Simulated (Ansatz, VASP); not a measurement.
# NbP in two plane-wave programs

Aim: how closely do two programs agree when they are given the same cell, functional and k mesh?

Method: plane waves, with VASP 6.6.1 beside it; single point at PBEsol, in Ansatz 0.2.0.

## 1. Set-up

The structure is tetragonal, space group I4_1md (No. 109). The conventional cell has a = 3.350 Å, b = 3.350 Å, c = 11.480 Å, α = 90.00°, β = 90.00°, γ = 90.00°. Nearest to Nb lie 6 P at 2.55 Å. P has 6 Nb at 2.55 Å nearest. Farther neighbours are not listed.

As a file:

```cif
data_structure
_symmetry_space_group_name_H-M 'P 1'
_symmetry_Int_Tables_number 1
_cell_length_a 6.2096
_cell_length_b 6.2096
_cell_length_c 6.2096
_cell_angle_alpha 148.704
_cell_angle_beta 148.704
_cell_angle_gamma 44.848
_cell_volume 64.41
loop_
_atom_site_label
_atom_site_type_symbol
_atom_site_fract_x
_atom_site_fract_y
_atom_site_fract_z
_atom_site_occupancy
Nb1 Nb 0.24988 0.74988 0.50000 1
Nb2 Nb 0.49988 0.49988 0.00000 1
P3 P 0.83275 0.33275 0.50000 1
P4 P 0.08275 0.08275 0.00000 1
```

## 2. VASP: single point, PBEsol

A single point gives forces, pressure and levels at one fixed geometry, so differences don't come from the geometry; what else differs is listed under the comparison.

Lines of VASP's logs that name or quote its potential files are left out, and so is its time.

INCAR reads:

```
SYSTEM = NbP
PREC = Accurate
ENCUT = 400
EDIFF = 1E-05
NELM = 100
ISMEAR = 0
SIGMA = 0.05
LREAL = .FALSE.
ALGO = Normal
GGA = PS
NBANDS = 24
LASPH = .TRUE.
LORBIT = 11
LWAVE = .FALSE.
LCHARG = .FALSE.
KPAR = 8
```

POSCAR reads:

```
NbP
1.0
   -1.6749232544      1.6749232544      5.7401081759
    1.6749232544     -1.6749232544      5.7401081759
    1.6749232544      1.6749232544     -5.7401081759
Nb P
2 2
Direct
    0.2498808000      0.7498808000      0.5000000000
    0.4998808000      0.4998808000      0.0000000000
    0.8327477700      0.3327477700      0.5000000000
    0.0827477700      0.0827477700      0.0000000000
```

KPOINTS reads:

```
Automatic mesh
0
Gamma
14 14 14
0 0 0
```

PAW data sets: Nb_sv and P (PBE family, release 64).

On the command line:

```
$ mpirun -np 8 vasp_std
```

Numbers of over 12 decimals in the logs are rounded to 6 here.

Output:

```text
[banner, memory and clock lines left out]
running    8 mpi-ranks, on    1 nodes
 distrk:  each k-point on    1 cores,    8 groups
 distr:  one band on    1 cores,    1 groups

 POSCAR found type information on POSCAR NbP
 POSCAR found :  2 types and       4 ions
|                                                                             |
|           W    W    AA    RRRRR   N    N  II  N    N   GGGG   !!!           |
|           W    W   A  A   R    R  NN   N  II  NN   N  G    G  !!!           |
|           W    W  A    A  R    R  N N  N  II  N N  N  G       !!!           |
|           W WW W  AAAAAA  RRRRR   N  N N  II  N  N N  G  GGG   !            |
|           WW  WW  A    A  R   R   N   NN  II  N   NN  G    G                |
|           W    W  A    A  R    R  N    N  II  N    N   GGGG   !!!           |
|                                                                             |
|     For optimal performance we recommend to set                             |
|       NCORE = 2 up to number-of-cores-per-socket                            |
|     NCORE specifies how many cores store one orbital (NPAR=cpu/NCORE).      |
|     This setting can greatly improve the performance of VASP for DFT.       |
|     The default, NCORE=1 might be grossly inefficient on modern             |
|     multi-core architectures or massively parallel machines. Do your        |
|     Unfortunately you need to use the default for GW and RPA                |
|     calculations (for HF NCORE is supported but not extensively tested      |
|     yet).                                                                   |
|                                                                             |

|                                                                             |
|               ----> ADVICE to this user running VASP <----                  |
|                                                                             |
|     You enforced a specific xc type in the INCAR file but a different       |
|     [... a line on the potential file left out ...]
|     I HOPE YOU KNOW WHAT YOU ARE DOING!                                     |
|                                                                             |

 LDA part: xc-table for (Slater+PW92), standard interpolation
 POSCAR, INCAR and KPOINTS ok, starting setup
 FFT: planning ... GRIDC
 FFT: planning ... GRID_SOFT
 FFT: planning ... GRID
 WAVECAR not read
 entering main loop
       N       E                     dE             d eps       ncg     rms          rms(c)
DAV:   1     0.285707410588E+03    0.28571E+03   -0.16968E+04 11736   0.123E+03
DAV:   2    -0.155931253129E+02   -0.30130E+03   -0.29501E+03 14296   0.456E+02
DAV:   3    -0.390820523576E+02   -0.23489E+02   -0.23236E+02 21960   0.932E+01
DAV:   4    -0.401848279392E+02   -0.11028E+01   -0.11000E+01 16992   0.181E+01
DAV:   5    -0.402351711655E+02   -0.50343E-01   -0.50333E-01 19944   0.404E+00    0.132E+01
DAV:   6    -0.378138653471E+02    0.24213E+01   -0.10748E+01 17560   0.207E+01    0.469E+00
DAV:   7    -0.378050839941E+02    0.87814E-02   -0.65630E-01 19176   0.423E+00    0.288E+00
DAV:   8    -0.377919718799E+02    0.13112E-01   -0.68907E-02 16672   0.168E+00    0.439E-01
DAV:   9    -0.377920224502E+02   -0.50570E-04   -0.94030E-03 20608   0.573E-01    0.297E-01
DAV:  10    -0.377921646549E+02   -0.14220E-03   -0.15921E-03 15320   0.392E-01    0.617E-02
DAV:  11    -0.377921352675E+02    0.29387E-04   -0.13014E-04 16064   0.891E-02    0.226E-02
DAV:  12    -0.377921334050E+02    0.18625E-05   -0.65270E-06 11528   0.269E-02
   1 F= -.37792133E+02 E0= -.37791834E+02  d E =-.597855E-03
```

Parts of OUTCAR (step 2):

```text
ion  position               nearest neighbor table
   1  0.250  0.750  0.500-   4 2.55   4 2.55   3 2.55   3 2.55   3 2.55   3 2.55
   2  0.500  0.500  0.000-   3 2.55   3 2.55   4 2.55   4 2.55   4 2.55   4 2.55
   3  0.833  0.333  0.500-   2 2.55   2 2.55   1 2.55   1 2.55   1 2.55   1 2.55
   4  0.083  0.083  0.000-   1 2.55   1 2.55   2 2.55   2 2.55   2 2.55   2 2.55

  LATTYP: Found a body centered tetragonal cell.
 ALAT       =     3.3498465088
 C/A-ratio  =     3.4270872775

 Subroutine GETGRP returns: Found  8 space group operations
 (whereof  4 operations were pure point group operations)

The static configuration has the point symmetry C_2v.
 The point group associated with its full space group is C_4v.

 Found    244 irreducible k-points:

   k-points           NKPTS =    244   k-points in BZ     NKDIM =    244   number of bands    NBANDS=     24

   dimension x,y,z NGX =    42 NGY =   42 NGZ =   42
   dimension x,y,z NGXF=    84 NGYF=   84 NGZF=   84

   ENCUT  =  400.0 eV  29.40 Ry    5.42 a.u.  10.13 10.13 10.13*2*pi/ulx,y,z

   NELECT =      36.0000    total number of electrons

 k-points in reciprocal lattice and weights: Automatic mesh
   0.00000000  0.00000000  0.00000000       0.000
   0.07142857  0.00000000  0.00000000       0.003
   0.14285714 -0.00000000  0.00000000       0.003
   0.21428571 -0.00000000  0.00000000       0.003
   0.28571429  0.00000000  0.00000000       0.003
   0.35714286  0.00000000  0.00000000       0.003
   0.42857143 -0.00000000  0.00000000       0.003
   0.50000000  0.00000000  0.00000000       0.001
   0.07142857  0.07142857  0.00000000       0.003
[...]
-0.42857143 -0.42857143  0.42857143       0.001
   0.50000000  0.50000000  0.50000000       0.000

 average (electrostatic) potential at core
       1 -77.9970       2 -77.9970       3 -77.8500       4 -77.8500

 E-fermi :  10.4594

 k-point     1 :       0.0000    0.0000    0.0000
  band No.  band energies     occupation
    ...
     14       8.2363      2.00000
     15       8.3084      2.00000
     16       8.7314      2.00000
     17       9.1123      2.00000
     18       9.1123      2.00000
     19      11.2917      0.00000
     20      12.0561      0.00000
     21      13.1045      0.00000
     22      13.6056      0.00000
     23      13.6056      0.00000
    ...

 k-point     2 :       0.0714    0.0000    0.0000
  band No.  band energies     occupation
    ...
     14       8.1823      2.00000
     15       8.3533      2.00000
     16       8.6567      2.00000
     17       9.0911      2.00000
     18       9.1820      2.00000
     19      11.1898      0.00000
     20      11.9065      0.00000
     21      13.0120      0.00000
     22      13.4237      0.00000
     23      13.7840      0.00000
    ...

 k-point     3 :       0.1429   -0.0000    0.0000
  band No.  band energies     occupation
    ...
     14       8.0417      2.00000
     15       8.4612      2.00000
     16       8.6894      2.00000
     17       8.9878      2.00000
     18       9.3921      2.00000
     19      11.0059      0.00000
     20      11.6497      0.00000
     21      12.5774      0.00000
     22      13.3336      0.00000
     23      13.7172      0.00000
    ...

  Total       -2.7363647     -2.7363647     -2.7839811      0.0000000      0.0000000      0.0000000
  in kB      -68.0635611    -68.0635611    -69.2479591      0.0000000      0.0000000      0.0000000
  external PRESSURE =     -68.4583604 kB  Pullay stress =       0.0000000 kB

  energy-cutoff  :      400.00
  volume of cell :       64.41
      direct lattice vectors                 reciprocal lattice vectors
    -1.674923254  1.674923254  5.740108176     0.000000000  0.298521140  0.087106372
     1.674923254 -1.674923254  5.740108176     0.298521140  0.000000000  0.087106372
     1.674923254  1.674923254 -5.740108176     0.298521140  0.298521140  0.000000000

 POSITION                                       TOTAL-FORCE (eV/Angst)
 -----------------------------------------------------------------------------------
      1.67492      0.00000      2.86869        -0.000000      0.000000      0.015233
      0.00000      0.00000      5.73874         0.000000     -0.000000      0.015233
      0.00000      1.67492      3.82002        -0.000000     -0.000000     -0.015233
      0.00000      0.00000      0.94996         0.000000      0.000000     -0.015233
 -----------------------------------------------------------------------------------
    total drift:                               -0.000000     -0.000000      0.000466

  FREE ENERGIE OF THE ION-ELECTRON SYSTEM (eV)
  ---------------------------------------------------
  free  energy   TOTEN  =       -37.7921334050 eV

  energy  without entropy=      -37.7915355505  energy(sigma->0) =      -37.79183448

 total charge
# of ion       s       p       d       tot
------------------------------------------
    1        2.154   6.026   2.470  10.650
    2        2.154   6.026   2.470  10.650
    3        1.017   1.516   0.000   2.533
    4        1.017   1.516   0.000   2.533
--------------------------------------------------
tot          6.342  15.085   4.940  26.367

[... 3 further parts left out ...]
```

The run ends at a pressure of -6.85 GPa, with forces up to 0.015 eV/Å.

## 3. Ansatz: single point, PBEsol

Ansatz runs on its default PAW (the set named soft_2) files.

The same cell, functional, mesh and smearing now go to Ansatz, which takes its cutoff from its data sets.

input.yaml reads:

```yaml
crystal:
  lattice:
    - [-1.6749232544, 1.6749232544, 5.7401081759]
    - [1.6749232544, -1.6749232544, 5.7401081759]
    - [1.6749232544, 1.6749232544, -5.7401081759]
  atoms:
    - { symbol: Nb, position: [0.2498808, 0.7498808, 0.5] }
    - { symbol: Nb, position: [0.4998808, 0.4998808, 0.0] }
    - { symbol: P, position: [0.83274777, 0.33274777, 0.5] }
    - { symbol: P, position: [0.08274777, 0.08274777, 0.0] }
hamiltonian:
  xc: pbesol
  pseudopotentials: { kind: paw }
kpoints:
  mp_grid: { grid: [14, 14, 14] }
scf:
  occupations: { method: gaussian, width: 0.05 }
  n_extra_bands: 5
output:
  forces: true
  stress: true
  eigenvalues: true
```

On the command line:

```
$ ansatz run input.yaml --threads 2 --pin off --max-ram 4608MiB --backend cpu --events-out ev --progress --plain --runs-dir out
```

Output:

```text
basis.fft_grid_basis auto: the FFT boxes are laid along the combinations [[1, 0, 1], [0, 1, 1], [0, 0, 1]] of the cell's own vectors, 3.350, 3.350 and 6.210 Å long. The dense box has 24×24×45 points. Along the cell's own vectors, as sized, it would have 45×45×45, 3.52 times as many. Of the 8 symmetry operations that the crystal satisfies within crystal.symmetry.tolerance (time reversal apart; of a slab, those that ke [...]
scf.n_extra_bands = 5 over 18 filled bands (N_el = 36.0): the run solves 23 bands
Engine: ansatz 0.2.0, aarch64-unknown-linux-gnu
Pseudopotentials: kind: paw
Pseudopotential: Nb, paw, valence charge 13, recommended cutoff 420 eV (normal), Nb.paw.azcp
Pseudopotential: P, paw, valence charge 5, recommended cutoff 420 eV (normal), P.paw.azcp
Functional definition: PBEsol
  exchange = pbesol_x
  correlation = pbesol_c
Crystal: 4 atoms, lattice volume = 64.412 Å³
Basis set: ecut = 420 eV, 1231 PW (Γ), FFT grids on a1+a3, a2+a3, a3, exchange–correlation on 48×48×90 points (8 copies of the dense FFT grid, shifted against one another)
Bands: 23, of which v1, the nominal top of the filled ones, is band 18 counted from 1 (17 counted from 0)
Symmetry: 8 space group operations
Space group: I41md (ITA 109), of the structure as read, at distance tolerance 4.0e-5 Å
k-points: 244 of 2744 (time reversal used)
Non-local potential: Nb, projectors of the file, l = 0: 3, l = 1: 2, l = 2: 2, l = 3: 1
Non-local potential: P, projectors of the file, l = 0: 2, l = 1: 2, l = 2: 2
PAW form: soft (Blöchl's): semilocal exchange-correlation on the pseudo side does not see the compensation charge
PAW frozen core: Nb, regenerated for the run's functional, and the local potential with it (the file was generated under x = pbe(κ = 0.804, μ = 0.219515), c = pbe(β = 0.066725))
PAW frozen core: P, regenerated for the run's functional, and the local potential with it (the file was generated under x = pbe(κ = 0.804, μ = 0.219515), c = pbe(β = 0.066725))
PAW one-centre angular grid: Nb, 590 points (default); XC on 64 Gauss nodes
PAW one-centre angular grid: P, 110 points (default); XC on 64 Gauss nodes
Initial density: superposition of atomic densities (neutral atoms: chi_scale 0, normalization atom), corrected by the library's trained network
Initial wavefunctions: pseudopotential atomic-orbital guess
Functional: x = pbesol(κ = 0.804, μ = 0.123457), c = pbesol(β = 0.046)
SCF iter   1: F=—  HF=-10475.368910 eV  |F-HF|=—  |Δ(HF+E_count)|=         —  Δρ=8.33e-3  dr2=2.77e-2  ethr=1.77e-3  ⟨swp⟩=6.0  Hψ=28433  notcnv=0
preconditioner: auto → Kerker (q_TF=auto, 2.476 Å⁻¹)  [metal: Δε(μ)=0.002 eV  Ē_g=6.813 eV  σ=0.050 eV  W_gap=0.02  n_scr=12 (ndim 8)  ℏωp=20.7 eV  f_vac=0.000  D(μ)=0.47/eV (n_scr^D=2)]
SCF iter   2: F=—  HF=-10475.365562 eV  |F-HF|=—  |Δ(HF+E_count)|=   3.35e-3  Δρ=4.71e-3  dr2=8.63e-3  ethr=7.69e-5  ⟨swp⟩=1.5  Hψ=7772  notcnv=0  defer=8
SCF iter   3: F=—  HF=-10475.364432 eV  |F-HF|=—  |Δ(HF+E_count)|=   1.13e-3  Δρ=6.22e-4  dr2=2.77e-4  ethr=2.40e-5  ⟨swp⟩=2.7  Hψ=8408  notcnv=0  defer=8
SCF iter   4: F=—  HF=-10475.364372 eV  |F-HF|=—  |Δ(HF+E_count)|=   6.02e-5  Δρ=1.13e-4  dr2=7.45e-6  ethr=7.68e-7  ⟨swp⟩=2.2  Hψ=7185  notcnv=0  defer=8
SCF iter   5: F=—  HF=-10475.364369 eV  |F-HF|=—  |Δ(HF+E_count)|=   2.97e-6  Δρ=1.90e-5  dr2=2.42e-7  ethr=2.07e-8  ⟨swp⟩=2.4  Hψ=8078  notcnv=0  defer=8
SCF iter   6: F=-10475.364369 eV  HF=-10475.364369 eV  |F-HF|=6.95e-10  |Δ(HF+E_count)|=   2.33e-8  Δρ=3.99e-6  dr2=8.09e-9  ethr=2.78e-10  ⟨swp⟩=7.8  Hψ=24011  notcnv=0
SCF 1 converged in 6 iterations: F = -10475.364369 eV  dr2 = 8.09e-9
  greatest PAW one-centre occupation: 0.998 electrons in one spin orbital (limit 2), on the Nb atom at site 0 (counted from 0), in its partial waves of l = 0
SCF converged after 6 iterations
Free energy (F): -10475.364369 eV
Harris-Foulkes:  -10475.364369 eV  (|F-HF|=6.95e-10)
Internal energy: -10475.363767 eV  (E = F + TS)
E sigma→0 (E₀):  -10475.364068 eV
Entropy (-TS):   -0.000602 eV (-0.150 meV/atom)
Fermi energy:    14.741571 eV
--- Per-component energies (eV) ---
  E_band       = -150.086630
  E_kinetic    = 932.489891
  E_local      = -1730.822961  (includes V_loc(G=0)·N_el)
  E_nonlocal   = 308.582572
  E_hartree    = 560.764561
  E_xc         = -473.857752
  E_vxc        = -550.213204  (∫ρ·V_xc dr)
  E_paw        = -7143.136113  (= ΣΔE_a)
  E_vpaw       = -231.651216  (= ΣTr[D̂ρ^β])
  E_aug_tail   = 0.000020  (compensation charges beyond the density's cutoff)
  E_ewald      = -2929.853596
  E_core_change = 0.469610  (= ΣΔE_core)
  E_smearing   = -0.000602  (= −TS)
  E_closure    = 0.000000  (closes the sum)
  Σ components = -10475.364369   (vs F -10475.364369, Δ=0.00e0)
--- Forces (eV/Å), atoms counted from 1 ---
  atom   1  Nb     0.00000000    -0.00000000     0.01535329
  atom   2  Nb    -0.00000000    -0.00000000     0.01535329
  atom   3  P      0.00000000     0.00000000    -0.01534756
  atom   4  P     -0.00000000     0.00000000    -0.01534756
  max |Σ_I F_I| component: 1.14e-5 eV/Å
--- Stress (GPa, compression-positive) ---
       -6.358152       0.000000      -0.000000
        0.000000      -6.358152      -0.000000
       -0.000000       0.000000      -6.476676
  P = ⅓ Tr σ = -6.3977 GPa (-63.977 kbar)
--- Band table (eV; the first three rows and the last of 244) ---
  k-point 0: bands = [... 14 lower, 12.5942, 13.0160, 13.3977, 13.3977, 15.5727, 16.3380, 17.3837, 17.8864, ... 1 higher]
  k-point 1: bands = [... 14 lower, 12.5121, 12.8657, 13.4099, 13.5337, 15.3538, 16.0149, 17.3903, 17.5497, ... 1 higher]
  k-point 2: bands = [... 14 lower, 12.1731, 12.9814, 13.7354, 13.8211, 15.0728, 15.3211, 17.1322, 17.6084, ... 1 higher]
  k-point 243: bands = [... 14 lower, 12.0614, 12.0614, 14.2374, 14.2374, 15.9302, 15.9302, 17.0381, 17.0381, ... 1 higher]
```

Elapsed: 18 s, on 2 threads of Arm Neoverse V1, shared host; peak memory 0.59 GiB.

The run ends at a pressure of -6.40 GPa, with forces up to 0.015 eV/Å.

## 4. Differences

Known differences besides the potentials themselves: the cutoff is 420 eV in Ansatz and 400 eV in VASP; Ansatz makes its cores anew for this functional, VASP keeps those of its PBE data sets. Total energies have different zeros and are not compared.

Both answers:

```
      quantity  Ansatz   VASP  difference
pressure (GPa)   -6.40  -6.85       +0.45
```

## 5. Outcome

| Quantity | Value |
| --- | --- |
| difference in pressure (single point, PBEsol) | 0.45 GPa |

What this shows: The difference in pressure is 0.45 GPa (single point, PBEsol), within the 1 GPa picked in this series as the mark of a large difference. 1 further run of this series is not shown here. How closely two codes agree says nothing of how well the functional describes the real material.

[Lines on the potential files, build, host, timing and source positions are cut from VASP's logs without a mark.]

[Logs are printed without paths, hosts, clocks, repeated set-up lines and the standing remarks that a program may print on its own settings, such as how far it seeks lower states.]

[Hosts, paths, dates, database ids (printed as entryN), source tags and the programs' standing remarks are cut or masked in the printed files.]
